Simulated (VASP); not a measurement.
A convergence study with VASP on Hf (hcp): one setting is varied, all else stays as given below, so the limit is that of these other settings.

```
Hf
1.0
    1.59500    -2.76262     0.00000
    1.59500     2.76262     0.00000
    0.00000     0.00000     5.05000
Hf
2
Direct
  0.33333   0.66667   0.25000
  0.66667   0.33333   0.75000
```

Computed with LDA (Ceperley-Alder, Perdew-Zunger), VASP's LDA PAW potentials (set 64) (plane waves; VASP 6.6.1). The tightest run used: 550 eV cut-off, 23×23×12 Γ-centred mesh, first-order Methfessel-Paxton smearing of 0.10 eV, potentials Hf_pv.

```tsv
setting	E (eV/atom)	pressure (GPa)	irreducible k-points
1×1×1 mesh	-9.9419	41.09	1
2×2×1 mesh	-11.0530	-13.56	2
3×3×2 mesh	-10.6858	-7.20	6
4×4×2 mesh	-10.6273	-7.19	8
5×5×3 mesh	-10.6650	-7.57	10
6×6×3 mesh	-10.6299	-6.24	14
7×7×4 mesh	-10.6605	-6.75	24
8×8×4 mesh	-10.6705	-7.29	30
9×9×5 mesh	-10.6651	-7.15	36
10×10×5 mesh	-10.6638	-7.32	42
11×11×6 mesh	-10.6600	-7.10	64
```

These are the cheaper rows. Estimate the results at 23×23×12 mesh, and how far the last row shown lies from them.

```json
[
 {"quantity": "E (eV/atom)", "tightest run": "-10.6627", "last row shown is off by": "0.0027"},
 {"quantity": "pressure (GPa)", "tightest run": "-7.13", "last row shown is off by": "0.03"}
]
```

Left out are rungs that failed or repeat a setting and relaxations that didn't move; long series are thinned to 24 rows.

The compound is Hf in the hcp structure. The cell was not relaxed at this level.
